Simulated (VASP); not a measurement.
Output of a VASP run:

OUTCAR:
```
 ion  position               nearest neighbor table
   1  0.500  0.000  0.000-  32 1.57  46 1.57  54 1.57  62 1.57
   2  0.750  0.250  0.000-  32 1.57  33 1.57  44 1.57  55 1.57
   3  0.750  0.000  0.250-  49 1.57  34 1.57  38 1.57  32 1.57
   4  0.000  0.000  0.000-  35 1.57  38 1.57  44 1.57  63 1.57
   5  0.250  0.250  0.000-  36 1.57  35 1.57  54 1.57  60 1.57
   6  0.500  0.500  0.000-  36 1.53  61 1.55  37 1.56  55 1.61
   7  0.750  0.750  0.000-  38 1.57  56 1.57  62 1.57  37 1.59
   8  0.250  0.000  0.250-  35 1.57  46 1.57  57 1.57  39 1.59
   9  0.503  0.257  0.252-  40 1.48  36 1.57  39 1.57  32 1.59
  10  0.743  0.494  0.251-  37 1.53  40 1.57  33 1.58  41 1.64
  11  0.500  0.000  0.500-  39 1.56  49 1.57  42 1.59  59 1.61
  12  0.744  0.247  0.494-  40 1.53  34 1.56  42 1.57  43 1.68
  13  0.750  0.000  0.750-  42 1.50  44 1.57  53 1.57  62 1.57
  14  0.000  0.500  0.000-  33 1.57  45 1.57  56 1.57  60 1.57
  15  0.250  0.750  0.000-  45 1.57  46 1.57  63 1.57  61 1.59
  16  0.000  0.250  0.250-  33 1.57  34 1.57  35 1.57  47 1.57
  17  0.249  0.501  0.251-  48 1.51  47 1.56  45 1.57  36 1.61
  18  0.502  0.757  0.253-  49 1.54  46 1.56  48 1.63  37 1.64
  19  0.000  0.000  0.500-  34 1.57  50 1.57  53 1.57  57 1.57
  20  0.243  0.245  0.496-  50 1.54  47 1.55  39 1.58  51 1.61
  21  0.754  0.749  0.501-  53 1.55  41 1.56  49 1.58  52 1.58
  22  0.250  0.000  0.750-  59 1.55  54 1.57  50 1.57  63 1.57
  23  0.506  0.250  0.756-  55 1.48  54 1.57  51 1.59  42 1.61
  24  0.747  0.496  0.749-  52 1.54  55 1.55  43 1.56  56 1.60
  25  0.000  0.750  0.250-  41 1.53  38 1.57  45 1.57  57 1.57
  26  0.000  0.500  0.500-  43 1.55  58 1.55  47 1.57  41 1.59
  27  0.246  0.748  0.499-  58 1.54  57 1.56  48 1.58  59 1.58
  28  0.000  0.250  0.750-  43 1.54  44 1.57  50 1.57  60 1.57
  29  0.244  0.497  0.744-  60 1.56  58 1.60  51 1.63  61 1.66
  30  0.505  0.756  0.749-  62 1.53  59 1.56  61 1.59  52 1.61
  31  0.000  0.750  0.750-  58 1.53  56 1.57  53 1.57  63 1.57
  32  0.625  0.125  0.125-   1 1.57   2 1.57   3 1.57   9 1.59
  33  0.875  0.375  0.125-   2 1.57  14 1.57  16 1.57  10 1.58
  34  0.875  0.125  0.375-  12 1.56   3 1.57  16 1.57  19 1.57
  35  0.125  0.125  0.125-   4 1.57   5 1.57   8 1.57  16 1.57
  36  0.379  0.376  0.120-   6 1.53   9 1.57   5 1.57  17 1.61
  37  0.628  0.618  0.125-  10 1.53   6 1.56   7 1.59  18 1.64
  38  0.875  0.875  0.125-   3 1.57   4 1.57   7 1.57  25 1.57
  39  0.380  0.126  0.374-  11 1.56   9 1.57  20 1.58   8 1.59
  40  0.618  0.370  0.377-   9 1.48  12 1.53  64 1.55  10 1.57
  41  0.877  0.630  0.372-  25 1.53  21 1.56  26 1.59  10 1.64
  42  0.632  0.119  0.629-  13 1.50  12 1.57  11 1.59  23 1.61
  43  0.881  0.378  0.629-  28 1.54  26 1.55  24 1.56  12 1.68
  44  0.875  0.125  0.875-   2 1.57   4 1.57  13 1.57  28 1.57
  45  0.125  0.625  0.125-  17 1.57  15 1.57  14 1.57  25 1.57
  46  0.375  0.875  0.125-  18 1.56   8 1.57  15 1.57   1 1.57
  47  0.126  0.375  0.375-  20 1.55  17 1.56  26 1.57  16 1.57
  48  0.369  0.621  0.372-  17 1.51  64 1.56  27 1.58  18 1.63
  49  0.628  0.875  0.377-  18 1.54   3 1.57  11 1.57  21 1.58
  50  0.125  0.125  0.625-  20 1.54  19 1.57  22 1.57  28 1.57
  51  0.380  0.368  0.620-  64 1.57  23 1.59  20 1.61  29 1.63
  52  0.629  0.621  0.624-  24 1.54  21 1.58  64 1.60  30 1.61
  53  0.875  0.875  0.625-  21 1.55  19 1.57  13 1.57  31 1.57
  54  0.375  0.125  0.875-   1 1.57   5 1.57  22 1.57  23 1.57
  55  0.625  0.371  0.870-  23 1.48  24 1.55   2 1.57   6 1.61
  56  0.875  0.625  0.875-   7 1.57  14 1.57  31 1.57  24 1.60
  57  0.125  0.875  0.375-  27 1.56  19 1.57  25 1.57   8 1.57
  58  0.118  0.631  0.621-  31 1.53  27 1.54  26 1.55  29 1.60
  59  0.371  0.873  0.629-  22 1.55  30 1.56  27 1.58  11 1.61
  60  0.125  0.375  0.875-  29 1.56  14 1.57  28 1.57   5 1.57
  61  0.381  0.625  0.875-   6 1.55  15 1.59  30 1.59  29 1.66
  62  0.625  0.875  0.875-  30 1.53   7 1.57  13 1.57   1 1.57
  63  0.125  0.875  0.875-   4 1.57  15 1.57  22 1.57  31 1.57
  64  0.497  0.501  0.495-  40 1.55  48 1.56  51 1.57  52 1.60
 Subroutine IBZKPT returns following result:
 Found      1 irreducible k-points:

 Following reciprocal coordinates:
            Coordinates               Weight
  0.000000  0.000000  0.000000      1.000000
   k-points           NKPTS =      1   k-points in BZ     NKDIM =      1   number of bands    NBANDS=    160
   number of dos      NEDOS =    301   number of ions     NIONS =     64
   total plane-waves  NPLWV =  46656
   dimension x,y,z NGX =    36 NGY =   36 NGZ =   36
   dimension x,y,z NGXF=    72 NGYF=   72 NGZF=   72
   ions per type =              31  32   1
   PREC   = normal    normal or accurate (medium, high low for compatibility)
   ISTART =      0    job   : 0-new  1-cont  2-samecut
   ICHARG =      2    charge: 1-file 2-atom 10-const
...
```

**OSZICAR**
```
...
DAV:   1    -0.558465577342E+03   -0.20539E-01   -0.29105E+00   368   0.481E+00    0.411E-01
RMM:   2    -0.558468672785E+03   -0.30954E-02   -0.50753E-02   320   0.635E-01    0.215E-01
RMM:   3    -0.558468525902E+03    0.14688E-03   -0.69489E-03   325   0.227E-01    0.993E-02
RMM:   4    -0.558468524867E+03    0.10348E-05   -0.12844E-03   332   0.878E-02    0.331E-02
RMM:   5    -0.558468540119E+03   -0.15252E-04   -0.19860E-04   342   0.351E-02    0.135E-02
RMM:   6    -0.558468541597E+03   -0.14785E-05   -0.26904E-05   212   0.134E-02
   7 F= -.55846854E+03 E0= -.55846854E+03  d E =-.453265E-01
       N       E                     dE             d eps       ncg     rms          rms(c)
DAV:   1    -0.558475848754E+03   -0.73086E-02   -0.29472E+00   368   0.487E+00    0.410E-01
RMM:   2    -0.558478666683E+03   -0.28179E-02   -0.52047E-02   320   0.642E-01    0.211E-01
RMM:   3    -0.558478397960E+03    0.26872E-03   -0.69850E-03   322   0.229E-01    0.102E-01
RMM:   4    -0.558478385483E+03    0.12476E-04   -0.13883E-03   327   0.924E-02    0.368E-02
RMM:   5    -0.558478398726E+03   -0.13242E-04   -0.20792E-04   344   0.374E-02    0.128E-02
RMM:   6    -0.558478401125E+03   -0.23988E-05   -0.29417E-05   215   0.141E-02
   8 F= -.55847840E+03 E0= -.55847840E+03  d E =-.985953E-02
       N       E                     dE             d eps       ncg     rms          rms(c)
DAV:   1    -0.558479672820E+03   -0.12741E-02   -0.20493E-01   368   0.128E+00    0.109E-01
RMM:   2    -0.558479866532E+03   -0.19371E-03   -0.36128E-03   320   0.169E-01    0.557E-02
RMM:   3    -0.558479846695E+03    0.19837E-04   -0.48047E-04   322   0.603E-02    0.270E-02
RMM:   4    -0.558479845402E+03    0.12937E-05   -0.96327E-05   321   0.245E-02
   9 F= -.55847985E+03 E0= -.55847984E+03  d E =-.113038E-01
       N       E                     dE             d eps       ncg     rms          rms(c)
DAV:   1    -0.558481741859E+03   -0.18952E-02   -0.41986E-01   368   0.184E+00    0.127E-01
RMM:   2    -0.558482092336E+03   -0.35048E-03   -0.63693E-03   320   0.223E-01    0.671E-02
RMM:   3    -0.558482089574E+03    0.27624E-05   -0.95649E-04   322   0.820E-02    0.336E-02
RMM:   4    -0.558482097566E+03   -0.79925E-05   -0.20147E-04   338   0.327E-02    0.134E-02
RMM:   5    -0.558482099165E+03   -0.15985E-05   -0.22890E-05   210   0.131E-02
  10 F= -.55848210E+03 E0= -.55848209E+03  d E =-.225376E-02
       N       E                     dE             d eps       ncg     rms          rms(c)
DAV:   1    -0.558482099681E+03   -0.21151E-05   -0.50974E-06   256   0.639E-03    0.156E-03
RMM:   2    -0.558482099737E+03   -0.55494E-07   -0.72428E-07   134   0.273E-03    0.953E-04
RMM:   3    -0.558482099743E+03   -0.66066E-08   -0.14194E-07    83   0.171E-03    0.256E-04
RMM:   4    -0.558482099745E+03   -0.18717E-08   -0.25619E-08    58   0.150E-03
  11 F= -.55848210E+03 E0= -.55848210E+03  d E =-.225434E-02
       N       E                     dE             d eps       ncg     rms          rms(c)
DAV:   1    -0.558482757994E+03   -0.65825E-03   -0.17302E-01   352   0.118E+00    0.771E-02
RMM:   2    -0.558482905774E+03   -0.14778E-03   -0.23364E-03   320   0.136E-01    0.417E-02
RMM:   3    -0.558482911217E+03   -0.54428E-05   -0.39113E-04   324   0.501E-02    0.210E-02
RMM:   4    -0.558482915396E+03   -0.41790E-05   -0.81615E-05   273   0.199E-02
  12 F= -.55848292E+03 E0= -.55848291E+03  d E =-.815651E-03
```

**OUTCAR**
```
------------------------ aborting loop because EDIFF is reached ----------------------------------------
  FORCE on cell =-STRESS in cart. coord.  units (eV):
  Direction    XX          YY          ZZ          XY          YZ          ZX
  --------------------------------------------------------------------------------------
  Total      -17.4632354    -17.3874684    -17.4610515      3.4173873     -3.4197799      3.4653815
  in kB      -73.4550556    -73.1363592    -73.4458696     14.3744481    -14.3845122     14.5763247
  external PRESSURE =     -73.3457615 kB  Pullay stress =       0.0000000 kB
  volume of cell :      380.90
      direct lattice vectors                 reciprocal lattice vectors
     7.248884826  0.000000000  0.000000000     0.137952254  0.000000000  0.000000000
     0.000000000  7.248884826  0.000000000     0.000000000  0.137952254  0.000000000
     0.000000000  0.000000000  7.248884826     0.000000000  0.000000000  0.137952254
  FREE ENERGIE OF THE ION-ELECTRON SYSTEM (eV)
  ---------------------------------------------------
  free  energy   TOTEN  =      -558.4829153961 eV

  energy  without entropy=     -558.4829090728  energy(sigma->0) =     -558.48291223

 reached required accuracy - stopping structural energy minimisation
```
(Selected blocks of OUTCAR.)

**POSCAR**
```
BeB31N32
1
    7.2488848260     0.0000000000     0.0000000000
    0.0000000000     7.2488848260     0.0000000000
   -0.0000000000    -0.0000000000     7.2488848260
B N Be
31 32 1
Direct
  0.5000000000   0.0000000000   0.0000000000
  0.7500000000   0.2500000000   0.0000000000
  0.7500000000   0.0000000000   0.2500000000
  0.0000000000   0.0000000000   0.0000000000
  0.2500000000   0.2500000000   0.0000000000
  0.5000000000   0.5000000000   0.0000000000
  0.7500000000   0.7500000000   0.0000000000
  0.2500000000   0.0000000000   0.2500000000
  0.5027990000   0.2568010000   0.2518910000
  0.7431490000   0.4940840000   0.2509450000
  0.5000000000   0.0000000000   0.5000000000
  0.7441190000   0.2469870000   0.4942700000
  0.7500000000   0.0000000000   0.7500000000
  0.0000000000   0.5000000000   0.0000000000
  0.2500000000   0.7500000000   0.0000000000
  0.0000000000   0.2500000000   0.2500000000
  0.2494390000   0.5006050000   0.2510590000
  0.5020570000   0.7566080000   0.2529940000
  0.0000000000   0.0000000000   0.5000000000
  0.2433970000   0.2446250000   0.4964780000
  0.7544840000   0.7493610000   0.5014570000
  0.2500000000   0.0000000000   0.7500000000
  0.5055630000   0.2502700000   0.7560440000
  0.7473140000   0.4963830000   0.7486340000
  0.0000000000   0.7500000000   0.2500000000
  0.0000000000   0.5000000000   0.5000000000
  0.2461040000   0.7482700000   0.4990880000
  0.0000000000   0.2500000000   0.7500000000
  0.2437540000   0.4971390000   0.7437360000
  0.5052010000   0.7556360000   0.7493400000
  0.0000000000   0.7500000000   0.7500000000
  0.6250000000   0.1250000000   0.1250000000
  0.8750000000   0.3750000000   0.1250000000
  0.8750000000   0.1250000000   0.3750000000
  0.1250000000   0.1250000000   0.1250000000
  0.3787780000   0.3756750000   0.1202730000
  0.6279950000   0.6183040000   0.1251820000
  0.8750000000   0.8750000000   0.1250000000
  0.3797080000   0.1264600000   0.3743830000
  0.6183380000   0.3700150000   0.3770100000
  0.8773430000   0.6298060000   0.3716110000
  0.6318420000   0.1194690000   0.6291040000
  0.8806610000   0.3780770000   0.6289370000
  0.8750000000   0.1250000000   0.8750000000
  0.1250000000   0.6250000000   0.1250000000
  0.3750000000   0.8750000000   0.1250000000
  0.1259300000   0.3751480000   0.3750930000
  0.3685730000   0.6208280000   0.3717210000
  0.6276320000   0.8746890000   0.3769150000
  0.1250000000   0.1250000000   0.6250000000
  0.3799040000   0.3682310000   0.6198080000
  0.6289510000   0.6208770000   0.6242010000
  0.8750000000   0.8750000000   0.6250000000
  0.3750000000   0.1250000000   0.8750000000
  0.6248040000   0.3706120000   0.8704940000
  0.8750000000   0.6250000000   0.8750000000
  0.1250000000   0.8750000000   0.3750000000
  0.1183220000   0.6307970000   0.6214760000
  0.3706810000   0.8726790000   0.6286320000
  0.1250000000   0.3750000000   0.8750000000
  0.3807240000   0.6254860000   0.8752920000
  0.6250000000   0.8750000000   0.8750000000
  0.1250000000   0.8750000000   0.8750000000
  0.4971070000   0.5005510000   0.4946640000
```

Problem. Write an INCAR and KPOINTS that could have produced this output.

Solution. One answer among several that fit: the input of the run itself, PBE GGA, plane waves, VASP's PBE PAW potentials (set 64).

### KPOINTS
```
Automatic mesh
0
G
1 1 1
0 0 0
```

INCAR:
```
! general
SYSTEM=BeB31N32
PREC  =Normal
ENCUT =400
LREAL =Auto   ! projection in real space or not
LASPH =T   ! aspherical one-centre terms
ISYM  =0
NELECT=254.0

! electronic loop
EDIFF =1E-5   ! SCF stop (eV)
NELM  =100   ! most electronic steps
NELMIN=4
ALGO  =Fast   ! Davidson, then RMM-DIIS

! smearing
ISMEAR=0   ! Gaussian
SIGMA =0.05   ! width (eV)

! functional
GGA   =PE   ! PBE

! ions
IBRION=2   ! conjugate gradients
NSW   =60
ISIF  =2   ! forces and stress, cell fixed
EDIFFG=-0.03   ! ionic stop

! output
LWAVE =T
LCHARG=F
```

POTCAR, in this order: B N Be (PBE.64 set). Program: vasp_gam.

At this cut-off the stress carries a Pulay error, which pulls relaxed volumes low. The cell is charged, with a uniform compensating background. The supercell is sampled at Γ alone, which is coarse: total energies, pressure and levels can be off, energies of defects by several tenths of an eV.

The cell is a supercell with a defect, built from BN (zinc blende): Be_B, charge +1. The run is not spin-polarised, so no state with unpaired spins was tried.
